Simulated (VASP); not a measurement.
Given:

```xyz
2
Lattice="0.0000 2.4242 2.4242 2.4242 0.0000 2.4242 2.4242 2.4242 0.0000" Properties=species:S:1:pos:R:3 pbc="T T T"
Ca     0.0000     0.0000     0.0000
O      2.4242     2.4242     2.4242
```

Computed with PBE GGA with D3 dispersion (zero damping), VASP's PBE PAW potentials (set 64) (plane waves; VASP). Settings: 520 eV cut-off, 9×9×9 Γ-centred mesh, Gaussian smearing of 0.050 eV, potentials Ca_sv O.

**Question.** Estimate the energy per atom (σ→0), pressure.

**Answer.** 
```json
{
 "energy per atom (σ→0)": "-6.573 eV/atom",
 "pressure": "-3.07 GPa"
}
```

Total energies compare only between runs with the same potentials, cut-off and functional.

The compound is CaO in the rock salt structure. This cell is one point of a volume scan, at 1.03 of the reference volume.
